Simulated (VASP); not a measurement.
```xyz
8
Lattice="5.9944 0.0000 0.0000 0.0000 5.9944 0.0000 0.0000 0.0000 5.9944" Properties=species:S:1:pos:R:3 pbc="T T T"
Zn     0.0941     5.9003     5.9003
Zn     2.9031     3.0913     5.9003
Zn     2.9031     5.9003     3.0913
Zn     0.0941     3.0913     3.0913
Te     1.4986     1.4986     1.4986
Te     4.4958     4.4958     1.4986
Te     4.4958     1.4986     4.4958
S      1.4986     4.4958     4.4958
```

Calculation: PBE GGA, VASP's PBE PAW potentials (set 64) (plane waves; VASP 6.6.1). Numerical set-up: 400 eV cut-off, Gaussian smearing of 0.050 eV, potentials Zn Te S.

Unless said otherwise, spin-orbit coupling is left out, though it shifts the bands of the heavy elements here.

**Question.** Give the energies of bands 29 to 42 at the high-symmetry points, in eV from the valence-band maximum.

**Answer.** 
| band | Γ | X | M | R |
|---|---|---|---|---|
| 29 | -2.49 | -2.87 | -2.87 | -1.62 |
| 30 | -2.49 | -2.87 | -2.56 | -1.62 |
| 31 | -1.94 | -2.47 | -2.56 | -1.62 |
| 32 | -1.94 | -2.31 | -2.21 | -0.64 |
| 33 | -1.94 | -1.61 | -1.37 | -0.64 |
| 34 | 0.00 | -1.61 | -1.37 | -0.64 |
| 35 | 0.00 | -0.92 | -0.72 | -0.39 |
| 36 | 0.00 | -0.92 | -0.43 | -0.39 |
| 37 | 0.96 | 2.71 | 2.91 | 1.16 |
| 38 | 2.45 | 3.15 | 3.08 | 2.21 |
| 39 | 2.45 | 3.45 | 3.67 | 2.21 |
| 40 | 2.54 | 3.54 | 3.67 | 2.21 |
| 41 | 2.54 | 4.46 | 5.05 | 5.09 |
| 42 | 2.54 | 4.46 | 5.30 | 5.09 |

The gap is direct, 0.96 eV, from the valence maximum at Γ to the conduction minimum at Γ.

The structure was generated: Zn4STe3 was put into an ordered model structure (P-43m), which need not be its known phase. It was relaxed first.
